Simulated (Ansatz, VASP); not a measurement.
# Li4SbPt in VASP and in Ansatz

```
Li Sb Pt
1.0
     3.10877    0.00000    0.00000
     0.00000    3.10877    0.00000
     0.00000    0.00000    9.32630
Li Sb Pt
4 1 1
Direct
  0.00000 0.00000 0.16667
  0.00000 0.00000 0.83333
  0.50000 0.50000 0.66667
  0.50000 0.50000 0.33333
  0.50000 0.50000 0.00000
  0.00000 0.00000 0.50000
```

Alike in both runs: task relaxation of cell and atoms; functional PBE; k mesh 6 × 6 × 2; occupations gaussian, width 0.1 eV; no spin polarisation.

|  | VASP | Ansatz |
| --- | --- | --- |
| version | VASP 6.6.1 | Ansatz 0.2.0 |
| potentials or method | VASP PAW PBE potentials, release 64 (Li_sv, Sb, Pt) | scalar-relativistic, plane waves, PAW |
| plane-wave cutoff (eV) | 600 | 420 |
| valence electrons in the cell | 27 | 45 |

Ansatz gave:

```
gap on the k mesh at the Fermi level, each at its own relaxed structure (eV) : none
relaxed volume (Å³/atom)                                                     : 16.50
relaxed cell length with the largest relative difference (Å)                 : 8.510
energy change over the relaxation (meV/atom)                                 : -102
```

Q: Which values does VASP return?

A: gap on the k mesh at the Fermi level, each at its own relaxed structure (eV): none; relaxed volume (Å³/atom): 16.39; relaxed cell length with the largest relative difference (Å): 8.477; energy change over the relaxation (meV/atom): -102.

A gap of «none» marks a metal or a gap that the smearing closes. The two sets of potentials don't hold the same shells in valence.

Caveats: the cutoff is under 1.25 times the usual one of these potentials, so pressure, stress and relaxed cells hold a basis-set (Pulay) error (VASP). The runs have no spin-orbit coupling, so splittings on Pt, Sb are missing.
